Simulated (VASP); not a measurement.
The input files of a VASP run:

**INCAR**
```
# general
SYSTEM =MgSe
PREC   =Accurate
ENCUT  =400
LREAL  =.FALSE.
LASPH  =.TRUE.

# electronic loop
EDIFF  =1E-6
NELM   =100
ALGO   =Normal
LMAXMIX=4

# smearing
ISMEAR =0
SIGMA  =0.05

# functional
GGA    =PE

# ions
IBRION =2
NSW    =60
ISIF   =3
EDIFFG =-0.01

# output
LWAVE  =.FALSE.
LCHARG =.FALSE.
```

### KPOINTS
```
Regular mesh
0
G
8 8 8
```

POSCAR:
```
MgSe
1.0
  0.0000000000   2.7300000000   2.7300000000
  2.7300000000   0.0000000000   2.7300000000
  2.7300000000   2.7300000000   0.0000000000
Mg Se
1 1
direct
  0.0000000000   0.0000000000   0.0000000000
  0.5000000000   0.5000000000   0.5000000000
```

POTCAR, in this order: Mg Se (PBE.64 set). Program: vasp_std.

### Question
Write an equivalent input for Ansatz.

### Answer
One equivalent input (not run):
Ansatz 0.2 input:
```yaml
crystal:
  lattice:
    - [0.0000000, 2.7300000, 2.7300000]
    - [2.7300000, 0.0000000, 2.7300000]
    - [2.7300000, 2.7300000, 0.0000000]
  atoms:
    - { symbol: Mg, position: [0.0000000, 0.0000000, 0.0000000] }
    - { symbol: Se, position: [0.5000000, 0.5000000, 0.5000000] }
kpoints:
  mp_grid: { grid: [8, 8, 8] }
hamiltonian:
  xc: pbe
  pseudopotentials: { kind: paw }
scf:
  occupations: { method: gaussian, width: 0.05 }
  max_iter: 100
relax:
  max_steps: 60
  f_tol: 0.01
  cell: {}
output: { forces: true, stress: true, eigenvalues: true }
```
Limits of the translation: each code has its own PAW files, so the cut-off isn't converted (ENCUT is set for VASP's; basis.ecutwfc is left out, and Ansatz then takes the one that its files recommend); Ansatz stops its SCF on the density residual and VASP on the energy change (EDIFF).

The compound is MgSe in the rock salt structure. This run relaxes it. Symmetry was kept, so distortions that lower it aren't found.
